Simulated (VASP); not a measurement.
VASP input:

INCAR:
```
SYSTEM = WSi2
PREC = Accurate
ENCUT = 520
EDIFF = 1E-7
NELM = 100
ALGO = Normal
LREAL = .FALSE.
LASPH = .TRUE.
ISMEAR = -5
GGA = RP
LMAXMIX = 6
LWAVE = .FALSE.
LCHARG = .TRUE.
LORBIT = 11
NEDOS = 601
ISIF = 2
LEFG = .TRUE.
```

File POSCAR:
```
WSi2
1
   -1.6213329626     1.6213329626     3.9466394528
    1.6213329626    -1.6213329626     3.9466394528
    1.6213329626     1.6213329626    -3.9466394528
Si W
2 1
Direct
  0.6656415847   0.6656415847   1.0000000000
  0.3343584153   0.3343584153   0.0000000000
  1.0000000000   1.0000000000   1.0000000000
```

File KPOINTS:
```
Automatic
0
gamma
 15 15 15
```

POTCAR, in this order: Si W_sv (PBE.64 set). Program: vasp_std.

Problem. Write an equivalent input for Quantum ESPRESSO's pw.x.

Solution. One equivalent input (not run):
```
&CONTROL
  calculation = 'scf'
  pseudo_dir = './pseudo'
  outdir = './out'
  tprnfor = .true.
  tstress = .true.
/
&SYSTEM
  ibrav = 0
  nat = 3
  ntyp = 2
  ecutwfc = 74
  occupations = 'tetrahedra'
  input_dft = 'rpbe'
/
&ELECTRONS
  conv_thr = 7.3e-09
  electron_maxstep = 100
/
ATOMIC_SPECIES
  Si 28.085 Si.upf
  W 183.840 W.upf
CELL_PARAMETERS angstrom
    -1.6213330    1.6213330    3.9466395
     1.6213330   -1.6213330    3.9466395
     1.6213330    1.6213330   -3.9466395
ATOMIC_POSITIONS crystal
  Si   0.6656416  0.6656416  1.0000000
  Si   0.3343584  0.3343584  0.0000000
  W    1.0000000  1.0000000  1.0000000
K_POINTS automatic
  15 15 15 0 0 0
```
Limits of the translation: the potentials are each code's own (VASP's PAW set, PseudoDojo norm-conserving files in pw.x), so ENCUT and ecutwfc are chosen apart and not converted; conv_thr bounds pw.x's estimated SCF error, while EDIFF bounds the energy change between steps; the field gradients of LEFG aren't asked of the other code.

The compound is WSi2 in the MoSi2 type structure. It was relaxed first.
